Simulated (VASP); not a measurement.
**SiCl2H2: single point with LDA**

SiCl2H2, in a box:

```
Si Cl H
1.0
    13.00629    0.00000    0.00000
     0.00000   13.50629    0.00000
     0.00000    0.00000   14.00629
Si Cl H
1 2 2
Cartesian
  6.5091 6.9373 6.9634
  5.3372 5.4963 6.0907
  7.5800 6.1130 8.5076
  7.4586 7.4561 5.9499
  5.6301 7.9996 7.5080
```

- Program: VASP 6.6.1
- Task: single point
- Functional: LDA
- Potentials or basis: VASP PAW LDA potentials, release 64 (Si, Cl, H)
- Cutoff: 400 eV
- k mesh: 1 × 1 × 1
- Occupations: gaussian, width 0.01 eV
- Spin: no spin polarisation
- Further INCAR settings: ALGO = Normal; EDIFF = 1e-06; ISYM = 0

```
Largest force                   : 0.418 eV/Å
Gap between the frontier levels : 6.39 eV
```

Forces in eV/Å, atoms in the order of the input:
```
Si  -0.018 -0.401  0.119
Cl   0.222  0.272  0.166
Cl  -0.203  0.156 -0.293
H    0.049 -0.028 -0.038
H   -0.050  0.001  0.046
```

Levels at points of the mesh, in eV from the valence-band top:
```
           k point  band 8  band 9  band 10  band 11  band 12  band 13
(0.00, 0.00, 0.00)   -0.60   -0.35     0.00     6.39     6.53     7.06
```

It took 19 s on 4 MPI ranks on Intel(R) Xeon(R) Platinum 8375C CPU @ 2.90GHz (Ice Lake), with other jobs on the host, peak memory 0.38 GiB a rank.

As with any semilocal functional, this LDA gap is likely too small.
